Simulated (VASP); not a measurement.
VASP input:

POSCAR:
```
CaSe
1
    0.0000000000     3.0192000000     3.0192000000
    3.0192000000     0.0000000000     3.0192000000
    3.0192000000     3.0192000000     0.0000000000
Ca Se
1 1
Direct
  0.0000000000   0.0000000000   0.0000000000
  0.5000000000   0.5000000000   0.5000000000
```

### KPOINTS
```
Automatic mesh
0
Gamma
6 6 6
0 0 0
```

**INCAR**
```
! general
SYSTEM     = CaSe
PREC       = Accurate
ENCUT      = 400
LREAL      = .FALSE.
LASPH      = .TRUE.

! electronic loop
EDIFF      = 1E-6
NELM       = 100
ALGO       = Normal
LMAXMIX    = 4

! smearing
ISMEAR     = 0
SIGMA      = 0.05

! functional
GGA        = PE
GGA_COMPAT = .FALSE.

! spin
MAGMOM     = 6*0
LSORBIT    = .TRUE.

! ions
ISIF       = 2

! output
LWAVE      = .FALSE.
LCHARG     = .FALSE.
```

POTCAR, in this order: Ca_sv Se (PBE.64 set). Program: vasp_ncl.

Q: Translate this PBE+SOC calculation to Ansatz.

A: One equivalent input (not run):
Ansatz 0.2 input:
```yaml
crystal:
  lattice:
    - [0.0000000, 3.0192000, 3.0192000]
    - [3.0192000, 0.0000000, 3.0192000]
    - [3.0192000, 3.0192000, 0.0000000]
  atoms:
    - { symbol: Ca, position: [0.0000000, 0.0000000, 0.0000000] }
    - { symbol: Se, position: [0.5000000, 0.5000000, 0.5000000] }
kpoints:
  mp_grid: { grid: [6, 6, 6] }
hamiltonian:
  xc: pbe
  pseudopotentials: { kind: paw }
magnetization: { noncollinear: true, spin_orbit: true }
scf:
  occupations: { method: gaussian, width: 0.05 }
  max_iter: 100
output: { forces: true, stress: true, eigenvalues: true }
```
The two are equivalent in intent, not identical: each code has its own PAW files, so the cut-off isn't converted (ENCUT is set for VASP's; basis.ecutwfc is left out, and Ansatz then takes the one that its files recommend); Ansatz stops its SCF on the density residual and VASP on the energy change (EDIFF).

The compound is CaSe in the rock salt structure. The cell was not relaxed at this level.
